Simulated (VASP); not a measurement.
# ScIr (Pm-3m) in VASP: single point with LDA

Aim: the single point of ScIr with LDA.

Everything below comes from runs of VASP 6.6.1. Logs are shortened: lines on timing, memory, paths and dates and some standing lists are left out, and cuts for length are marked.

## 1. The crystal as given

It takes space group Pm-3m (No. 221, cubic). Conventional cell: a = 3.206 Å, b = 3.206 Å, c = 3.206 Å, α = 90.00°, β = 90.00°, γ = 90.00°. Sc (site symmetry m-3m) has 8 Ir at 2.78 Å as nearest neighbours. Ir (site symmetry m-3m) has 8 Sc at 2.78 Å as nearest neighbours.

## 2. Single point, LDA

Input file INCAR:

```
  PREC = Accurate
  ENCUT = 520
  EDIFF = 1E-7
  ISMEAR = 0
  SIGMA = 0.1
  LREAL = F
  LASPH = T
  NELM = 100
  ALGO = Normal
  ISIF = 2
  LWAVE = F
  LCHARG = F
  NBANDS = 17
```

Input file KPOINTS:

```
regular mesh
0
Gamma
  6 6 6
```

Input file POSCAR:

```
ScIr
1.0
    3.2060000000      0.0000000000      0.0000000000
    0.0000000000      3.2060000000      0.0000000000
    0.0000000000      0.0000000000      3.2060000000
Sc Ir
1 1
Direct
    0.5000000000      0.5000000000      0.5000000000
    0.0000000000      0.0000000000      0.0000000000
```

Potentials or basis: VASP PAW LDA potentials, release 64 (Sc_sv, Ir).

Launch:

```bash
cat potpaw_LDA.64/Sc_sv/POTCAR potpaw_LDA.64/Ir/POTCAR > POTCAR
mpirun -np 1 vasp_std > vasp.out
```

OUTCAR:

```text
PREC = Accurate
   ENCUT = 520
   EDIFF = 1E-7
   ISMEAR = 0
   LREAL = F
   LASPH = T
   NELM = 100
   ISIF = 2

 ion  position               nearest neighbor table
   1  0.500  0.500  0.500-   2 2.78   2 2.78   2 2.78   2 2.78   2 2.78   2 2.78   2 2.78   2 2.78

   2  0.000  0.000  0.000-   1 2.78   1 2.78   1 2.78   1 2.78   1 2.78   1 2.78   1 2.78   1 2.78

  LATTYP: Found a simple cubic cell.
 ALAT       =     3.2060000000

  Lattice vectors:

 A1 = (   3.2060000000,   0.0000000000,   0.0000000000)
 A2 = (   0.0000000000,   3.2060000000,   0.0000000000)
 A3 = (   0.0000000000,   0.0000000000,   3.2060000000)

Analysis of symmetry for initial positions (statically):
=====================================================================
 Subroutine PRICEL returns:
 Original cell was already a primitive cell.

 Routine SETGRP: Setting up the symmetry group for a
 simple cubic supercell.

 Subroutine GETGRP returns: Found 48 space group operations
 (whereof 48 operations were pure point group operations)
 out of a pool of 48 trial point group operations.

The static configuration has the point symmetry O_h .

Analysis of symmetry for dynamics (positions and initial velocities):
=====================================================================
 Subroutine PRICEL returns:
 Original cell was already a primitive cell.

 Routine SETGRP: Setting up the symmetry group for a
 simple cubic supercell.

 Subroutine GETGRP returns: Found 48 space group operations
 (whereof 48 operations were pure point group operations)
 out of a pool of 48 trial point group operations.

The dynamic configuration has the point symmetry O_h .

 Subroutine INISYM returns: Found 48 space group operations
 (whereof 48 operations are pure point group operations),
 and found     1 'primitive' translations

----------------------------------------------------------------------------------------

                                     Primitive cell

  volume of cell :      32.9527

  direct lattice vectors                    reciprocal lattice vectors
     3.206000000  0.000000000  0.000000000     0.311915159  0.000000000  0.000000000
     0.000000000  3.206000000  0.000000000     0.000000000  0.311915159  0.000000000
     0.000000000  0.000000000  3.206000000     0.000000000  0.000000000  0.311915159

  length of vectors
     3.206000000  3.206000000  3.206000000     0.311915159  0.311915159  0.311915159

  position of ions in fractional coordinates (direct lattice)
     0.500000000  0.500000000  0.500000000
     0.000000000  0.000000000  0.000000000

  ion indices of the primitive-cell ions
   primitive index   ion index
                 1           1
                 2           2

----------------------------------------------------------------------------------------

 KPOINTS: regular mesh

Automatic generation of k-mesh.
 Grid dimensions read from file:
 generate k-points for:    6    6    6

 Generating k-lattice:

  Cartesian coordinates                     Fractional coordinates (reciprocal lattice)
     0.051985860  0.000000000  0.000000000     0.166666667  0.000000000  0.000000000
     0.000000000  0.051985860  0.000000000     0.000000000  0.166666667  0.000000000
     0.000000000  0.000000000  0.051985860     0.000000000  0.000000000  0.166666667

  Length of vectors
     0.051985860  0.051985860  0.051985860

  Shift w.r.t. Gamma in fractional coordinates (k-lattice)
     0.000000000  0.000000000  0.000000000

 Subroutine IBZKPT returns following result:
 ===========================================

 Found     20 irreducible k-points:

 Following reciprocal coordinates:
            Coordinates               Weight
  0.000000  0.000000  0.000000      1.000000
  0.166667  0.000000  0.000000      6.000000
  0.333333  0.000000  0.000000      6.000000
  0.500000  0.000000  0.000000      3.000000
  0.166667  0.166667  0.000000     12.000000
  0.333333  0.166667  0.000000     24.000000
[... 12 lines left out ...]
  0.500000  0.500000  0.333333      6.000000
  0.500000  0.500000  0.500000      1.000000
   k-points           NKPTS =     20   k-points in BZ     NKDIM =     20   number of bands    NBANDS=     17
   number of dos      NEDOS =    301   number of ions     NIONS =      2
   total plane-waves  NPLWV =  13824
   dimension x,y,z NGX =    24 NGY =   24 NGZ =   24
   dimension x,y,z NGXF=    48 NGYF=   48 NGZF=   48
   ions per type =               1   1
   NGX,Y,Z   is equivalent  to a cutoff of  12.45, 12.45, 12.45 a.u.
   NGXF,Y,Z  is equivalent  to a cutoff of  24.89, 24.89, 24.89 a.u.
 SYSTEM =  unknown system
   PREC   = accura    normal or accurate (medium, high low for compatibility)
   ISTART =      0    job   : 0-new  1-cont  2-samecut
   ICHARG =      2    charge: 1-file 2-atom 10-const
   ISPIN  =      1    spin polarized calculation?
   LNONCOLLINEAR =      F non collinear calculations
   LSORBIT =      F    spin-orbit coupling
   LASPH  =      T    aspherical Exc in radial PAW
   ENCUT  =  520.0 eV  38.22 Ry    6.18 a.u.   5.96  5.96  5.96*2*pi/ulx,y,z
   NELM   =    100;   NELMIN=  2; NELMDL= -5     # of ELM steps
   EDIFF  = 0.1E-06   stopping-criterion for ELM
   LREAL  =      F    real-space projection
   EDIFFG = 0.1E-05   stopping-criterion for IOM
   NSW    =      0    number of steps for IOM
   IBRION =     -1    ionic relax: 0-MD 1-quasi-New 2-CG
   NFREE  =      0    steps in history (QN), initial steepest desc. (CG)
   ISIF   =      2    stress and relaxation
   ISYM   =      2    0-nonsym 1-usesym 2-fastsym
   POTIM  = 0.5000    time-step for ionic-motion
   TEBEG  =    0.0;   TEEND  =   0.0 temperature during run
   PSTRESS=    0.0 pullay stress
   NELECT =      20.0000    total number of electrons
   NUPDOWN=      -1.0000    fix difference up-down
   EMIN   =  10.00;   EMAX   =-10.00  energy-range for DOS
   EFERMI =   0.00;   METHOD = LEGACY
   ISMEAR =     0;   SIGMA  =   0.10  broadening in eV -4-tet -1-fermi 0-gaus
   EFERMI_NEDOS =   21; number of points for ismear=-14 and -15
   IALGO  =     38    algorithm
   IMIX   =      4    mixing-type and parameters
     AMIX     =   0.40;   BMIX     =  1.00
     AMIX_MAG =   1.60;   BMIX_MAG =  1.00
  volume/ion in A,a.u.               =      16.48       111.19
  Fermi-wavevector in a.u.,A,eV,Ry     =   1.386079  2.619309 26.139716  1.921215
  Thomas-Fermi vector in A             =   2.510429
   LORBIT       =      0    0 simple, 1 ext, 2 COOP (PROOUT), +10 PAW based schemes
   GGA     = CA    functional components
   LHFCALC =     F    Hartree Fock is set to
   AEXX    =    0.0000 exact exchange contribution
   IVDW    =     0    specifies the selected vdW correction
   LEPSILON=     F    determine dielectric tensor
   LRPA    =     F    only Hartree local field effects (RPA)
 non-spin polarized calculation
 Gauss-broadening in eV      SIGMA  =   0.10
  energy-cutoff  :      520.00
  volume of cell :       32.95
 maximum number of plane-waves:       912
 NGX is ok and might be reduce to    24
   NGX = 11   NGY = 11   NGZ = 11

 number of electron      20.0000008 magnetization

 Free energy of the ion-electron system (eV)
  ---------------------------------------------------
  ext. energy  EPLUGINS =         0.00000000
  ---------------------------------------------------
  free energy    TOTEN  =       -19.00585161 eV

  energy without entropy =      -18.99810085  energy(sigma->0) =      -19.00197623

 E-fermi :   7.1097     XC(G=0): -12.5994

 val. band max:        7.0704256650   @ k =   0.5000   0.3333   0.0000
 cond. band min:       7.1788077614   @ k =   0.5000   0.3333   0.3333
 fundamental gap:      0.1083820964
 Fermi energy:         7.1097312675

 k-point     1 :       0.0000    0.0000    0.0000
  band No.  band energies     occupation
      1     -41.3930      2.00000
      2     -20.2705      2.00000
      3     -20.2705      2.00000
      4     -20.2705      2.00000
      5      -0.7930      2.00000
      6       2.1592      2.00000
[... 9 lines left out ...]
     16      15.3835      0.00000
     17      15.3835      0.00000

 k-point     2 :       0.1667    0.0000    0.0000
  band No.  band energies     occupation
      1     -41.3848      2.00000
      2     -20.3522      2.00000
      3     -20.2675      2.00000
      4     -20.2675      2.00000
      5      -0.2525      2.00000
      6       2.3752      2.00000
[... 9 lines left out ...]
     16      13.7008      0.00000
     17      17.0384      0.00000

 k-point     3 :       0.3333    0.0000    0.0000
  band No.  band energies     occupation
      1     -41.3683      2.00000
      2     -20.5121      2.00000
      3     -20.2614      2.00000
      4     -20.2614      2.00000
      5       1.0709      2.00000
      6       2.9026      2.00000
[... 9 lines left out ...]
     16      11.9921      0.00000
     17      20.1236      0.00000

 k-point     4 :       0.5000    0.0000    0.0000
  band No.  band energies     occupation
      1     -41.3600      2.00000
      2     -20.5903      2.00000
      3     -20.2584      2.00000
      4     -20.2584      2.00000
      5       1.9317      2.00000
      6       3.2479      2.00000
[... 9 lines left out ...]
     16      11.9599      0.00000
     17      22.0799      0.00000

 k-point     5 :       0.1667    0.1667    0.0000
  band No.  band energies     occupation
      1     -41.3771      2.00000
      2     -20.3562      2.00000
      3     -20.3344      2.00000
      4     -20.2630      2.00000
      5       0.2374      2.00000
      6       2.6152      2.00000
[... 9 lines left out ...]
     16      14.5682      0.00000
     17      15.6575      0.00000

 k-point     6 :       0.3333    0.1667    0.0000
  band No.  band energies     occupation
      1     -41.3617      2.00000
      2     -20.4985      2.00000
      3     -20.3308      2.00000
      4     -20.2542      2.00000
      5       1.3762      2.00000
      6       3.0449      2.00000
[... 9 lines left out ...]
     16      12.4788      0.00000
     17      17.6016      0.00000

 k-point     7 :       0.5000    0.1667    0.0000
  band No.  band energies     occupation
      1     -41.3540      2.00000
      2     -20.5725      2.00000
      3     -20.3246      2.00000
      4     -20.2497      2.00000
      5       2.0816      2.00000
      6       3.3726      2.00000
[... 9 lines left out ...]
     16      11.9481      0.00000
     17      18.9798      0.00000

 k-point     8 :       0.3333    0.3333    0.0000
  band No.  band energies     occupation
      1     -41.3484      2.00000
      2     -20.4798      2.00000
      3     -20.4586      2.00000
      4     -20.2396      2.00000
      5       1.7959      2.00000
      6       2.8066      2.00000
[... 9 lines left out ...]
     16      12.4777      0.00000
     17      15.8135      0.00000
[... 123 lines left out ...]
      1     -41.3349      2.00000
      2     -20.5312      2.00000
      3     -20.4518      2.00000
      4     -20.3039      2.00000
      5       2.5917      2.00000
      6       2.7722      2.00000
[... 9 lines left out ...]
     16      12.7088      0.00000
     17      15.6928      0.00000

 k-point    16 :       0.5000    0.5000    0.1667
  band No.  band energies     occupation
      1     -41.3286      2.00000
      2     -20.5174      2.00000
      3     -20.5174      2.00000
      4     -20.2971      2.00000
      5       2.4758      2.00000
      6       2.5249      2.00000
[... 9 lines left out ...]
     16      12.8215      0.00000
     17      14.5611      0.00000

 k-point    17 :       0.3333    0.3333    0.3333
  band No.  band energies     occupation
      1     -41.3280      2.00000
      2     -20.4520      2.00000
      3     -20.4520      2.00000
      4     -20.4493      2.00000
      5       3.2360      2.00000
      6       3.7587      2.00000
[... 9 lines left out ...]
     16      14.5140      0.00000
     17      16.0659      0.00000

 k-point    18 :       0.5000    0.3333    0.3333
  band No.  band energies     occupation
      1     -41.3212      2.00000
      2     -20.5199      2.00000
      3     -20.4498      2.00000
      4     -20.4403      2.00000
      5       3.1224      2.00000
      6       3.6283      2.00000
[... 9 lines left out ...]
     16      14.1833      0.00000
     17      14.6178      0.00000

 k-point    19 :       0.5000    0.5000    0.3333
  band No.  band energies     occupation
      1     -41.3143      2.00000
      2     -20.5143      2.00000
      3     -20.5143      2.00000
      4     -20.4418      2.00000
      5       3.1631      2.00000
      6       3.5802      2.00000
[... 9 lines left out ...]
     16      14.9804      0.00000
     17      14.9804      0.00000

 k-point    20 :       0.5000    0.5000    0.5000
  band No.  band energies     occupation
      1     -41.3072      2.00000
      2     -20.5128      2.00000
      3     -20.5128      2.00000
      4     -20.5128      2.00000
      5       3.4904      2.00000
      6       3.4904      2.00000
[... 9 lines left out ...]
     16      17.0971      0.00000
     17      17.0971      0.00000

------------------------ aborting loop because EDIFF is reached ----------------------------------------

  FORCE on cell =-STRESS in cart. coord.  units (eV):
  Direction    XX          YY          ZZ          XY          YZ          ZX
  --------------------------------------------------------------------------------------
  -------------------------------------------------------------------------------------
  Total       -1.2881713     -1.2881713     -1.2881713      0.0000000      0.0000000      0.0000000
  in kB      -62.6316187    -62.6316187    -62.6316187      0.0000000      0.0000000      0.0000000
  external PRESSURE =     -62.6316187 kB  Pullay stress =       0.0000000 kB

 VOLUME and BASIS-vectors are now :
 -----------------------------------------------------------------------------
  energy-cutoff  :      520.00
  volume of cell :       32.95
      direct lattice vectors                 reciprocal lattice vectors
     3.206000000  0.000000000  0.000000000     0.311915159  0.000000000  0.000000000
     0.000000000  3.206000000  0.000000000     0.000000000  0.311915159  0.000000000
     0.000000000  0.000000000  3.206000000     0.000000000  0.000000000  0.311915159

 POSITION                                       TOTAL-FORCE (eV/Angst)
 -----------------------------------------------------------------------------------
      1.60300      1.60300      1.60300         0.000000      0.000000      0.000000
      0.00000      0.00000      0.00000         0.000000      0.000000      0.000000
 -----------------------------------------------------------------------------------
    total drift:                                0.000000      0.000000     -0.000000

  FREE ENERGIE OF THE ION-ELECTRON SYSTEM (eV)
  ---------------------------------------------------
  free  energy   TOTEN  =       -19.0058516068 eV

  energy  without entropy=      -18.9981008481  energy(sigma->0) =      -19.00197623
```

It used 6.3 s of CPU time on 1 thread of Intel(R) Xeon(R) Platinum 8559C (Emerald Rapids), on a shared host, which was overloaded at the time.

Results:

* Free energy: -19.0059 eV
* Pressure: -6.3 GPa
* Band gap on the k mesh: none (metal or under the smearing width)

Levels at points of the mesh, in eV from the Fermi level:
```tsv
k point	band 6	band 7	band 8	band 9	band 10	band 11	band 12	band 13	band 14	band 15
(0.00, 0.00, 0.00)	-4.95	-4.95	-1.84	-1.84	-1.84	2.26	2.26	4.39	4.39	4.39
(0.50, 0.00, 0.00)	-3.86	-2.95	-2.27	-2.27	-1.25	0.19	0.40	1.70	1.70	3.34
(0.50, 0.50, 0.00)	-4.90	-3.21	-3.21	-0.31	0.30	0.93	0.93	2.81	4.35	4.63
(0.50, 0.50, 0.50)	-3.62	-3.62	-1.04	-1.04	-1.04	-0.24	-0.24	4.44	4.44	4.47
```

The run has no spin-orbit coupling, so splittings on Ir are missing.
